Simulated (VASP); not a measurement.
Level of theory: PBE GGA with D4 dispersion, VASP's PBE PAW potentials (set 64) (plane waves; VASP).

Input for VASP

### KPOINTS
```
Automatic mesh
0
Gamma
14 14 14
0 0 0
```

### INCAR
```
SYSTEM = CoAl
PREC = Accurate; ENCUT = 520; LREAL = F
LASPH = T
EDIFF = 1E-7; NELM = 100; ALGO = Normal
LMAXMIX = 4
ISMEAR = -5
GGA = PE; IVDW = 13
ISIF = 2
LWAVE = F; LCHARG = T; LORBIT = 11
NEDOS = 601
```

File POSCAR:
```
CoAl
1
    2.8218212594     0.0000000000     0.0000000000
    0.0000000000     2.8218212594     0.0000000000
    0.0000000000     0.0000000000     2.8218212594
Al Co
1 1
Direct
  0.5000000000   0.5000000000   0.5000000000
  0.0000000000   0.0000000000   0.0000000000
```

POTCAR, in this order: Al Co (PBE.64 set). Program: vasp_std.

Question: Predict the energy per atom (σ→0), dispersion energy, band gap (on the k-mesh).

Answer: 
- energy per atom (σ→0): -621.3 kJ/mol of atoms
- dispersion energy: -20.84 kcal/mol
- band gap (on the k-mesh): none (metal, semimetal or under 0.01 eV)

OSZICAR:
```
...
DAV:   9    -0.119761681126E+02    0.13878E-01   -0.45248E-02  2928   0.302E+00    0.301E-01
DAV:  10    -0.119756893975E+02    0.47872E-03   -0.12028E-03  3088   0.485E-01    0.139E-01
DAV:  11    -0.119756749432E+02    0.14454E-04   -0.24918E-05  2942   0.476E-02    0.179E-02
DAV:  12    -0.119756677464E+02    0.71967E-05   -0.11277E-05  2814   0.468E-02    0.573E-03
DAV:  13    -0.119756673970E+02    0.34941E-06   -0.22682E-07  2072   0.454E-03    0.233E-03
DAV:  14    -0.119756669995E+02    0.39749E-06   -0.69754E-08  1260   0.237E-03    0.610E-04
DAV:  15    -0.119756670518E+02   -0.52293E-07   -0.59661E-09  1240   0.101E-03
   1 F= -.12879254E+02 E0= -.12879254E+02  d E =0.000000E+00
```

The compound is CoAl in the CsCl type structure. It was relaxed first. The run is not spin-polarised, so no magnetic state was tried.
